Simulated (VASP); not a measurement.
Input for VASP

### POSCAR
```
Pb
1.0
  0.0000000000   2.4948932441   2.4948932441
  2.4948932441   0.0000000000   2.4948932441
  2.4948932441   2.4948932441   0.0000000000
Pb
1
Cartesian
  0.0000000000   0.0000000000   0.0000000000
```

**KPOINTS**
```
Regular mesh
0
Gamma
11 11 11
0 0 0
```

### INCAR
```
# general
SYSTEM  = Pb
PREC    = Accurate
ENCUT   = 480
LREAL   = F
LASPH   = T

# electronic loop
EDIFF   = 1E-6
NELM    = 100
ALGO    = Normal
LMAXMIX = 4
LMIXTAU = T

# smearing
ISMEAR  = 1
SIGMA   = 0.1

# functional
METAGGA = R2SCAN

# ions
IBRION  = 2
NSW     = 60
ISIF    = 3
EDIFFG  = -0.01

# output
LWAVE   = F
LCHARG  = F
```

POTCAR, in this order: Pb_d (PBE.64 set). Program: vasp_std.

### Question
Write an equivalent input for Ansatz.

### Answer
One equivalent input (not run):
Ansatz 0.2 input:
```yaml
crystal:
  lattice:
    - [0.0000000, 2.4948932, 2.4948932]
    - [2.4948932, 0.0000000, 2.4948932]
    - [2.4948932, 2.4948932, 0.0000000]
  atoms:
    - { symbol: Pb, position: [0.0000000, 0.0000000, 0.0000000] }
kpoints:
  mp_grid: { grid: [11, 11, 11] }
hamiltonian:
  xc: r2scan
  pseudopotentials: { kind: paw }
scf:
  occupations: { method: methfessel_paxton, width: 0.1 }
  max_iter: 100
relax:
  max_steps: 60
  f_tol: 0.01
  cell: {}
output: { forces: true, stress: true, eigenvalues: true }
```
What does not carry over: each code has its own PAW files, so the cut-off isn't converted (ENCUT is set for VASP's; basis.ecutwfc is left out, and Ansatz then takes the one that its files recommend); Ansatz stops its SCF on the density residual and VASP on the energy change (EDIFF).

The compound is Pb in the fcc structure. It was relaxed first. The start is the result of an earlier pass.
